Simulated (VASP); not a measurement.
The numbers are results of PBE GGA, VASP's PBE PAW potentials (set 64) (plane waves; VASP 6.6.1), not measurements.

VASP ran on this input.

POSCAR:
```
ZrB
1
    3.1935870000     0.0000000000     0.0000000000
    0.0000000000     4.5164140000     0.0000000000
    0.0000000000     0.0000000000    20.5164000000
Zr B
3 3
Direct
  0.0186200000   0.7567320000   0.3868200000
  0.0134000000   0.2549260000   0.5024630000
 -0.0201020000   0.7455880000   0.6105060000
  0.4807430000   0.2450300000   0.3891290000
  0.5138180000   0.7485270000   0.5002710000
  0.4935220000   0.2491990000   0.6108110000
```

**INCAR**
```
# general
SYSTEM   =  ZrB
PREC     =  Accurate
ENCUT    =  400
LREAL    =  F
LASPH    =  T

# electronic loop
EDIFF    =  1E-6
NELM     =  100
ALGO     =  Normal
LMAXMIX  =  4

# smearing
ISMEAR   =  -1
SIGMA    =  0.1

# functional
GGA      =  PE

# ions
ISIF     =  2

# output
LWAVE    =  F
LCHARG   =  F
```

### KPOINTS
```
Automatic mesh
0
Gamma
4 3 1
0 0 0
```

POTCAR, in this order: Zr_sv B (PBE.64 set). Program: vasp_std.

The cell holds a wide vacuum, so values per volume refer to the whole cell.

Q: What does the run give for the energy per atom (σ→0), largest force, band gap (on the k-mesh)?

A: 
```yaml
energy per atom (σ→0): -6819 meV/atom
band gap (on the k-mesh): none (metal, semimetal or under 0.01 eV)
largest_force: 1.237 eV/Å
```

File OSZICAR:
```
...
DAV:  20    -0.410344376819E+02   -0.45737E-04   -0.30932E-06   356   0.670E-03    0.231E-03
DAV:  21    -0.410344875508E+02   -0.49869E-04   -0.59765E-06   351   0.538E-03    0.173E-03
DAV:  22    -0.410345438710E+02   -0.56320E-04   -0.51895E-06   333   0.410E-03    0.681E-04
DAV:  23    -0.410345655890E+02   -0.21718E-04   -0.30558E-06   322   0.260E-03    0.425E-04
DAV:  24    -0.410345696955E+02   -0.41065E-05   -0.26220E-07   232   0.108E-03    0.230E-04
DAV:  25    -0.410345711927E+02   -0.14972E-05   -0.16657E-07   224   0.787E-04    0.704E-05
DAV:  26    -0.410345713983E+02   -0.20562E-06   -0.47738E-08   216   0.499E-04
   1 F= -.41034571E+02 E0= -.40914036E+02  d E =-.241071E+00
```

The cell is a sheet with vacuum, built from a generated structure.
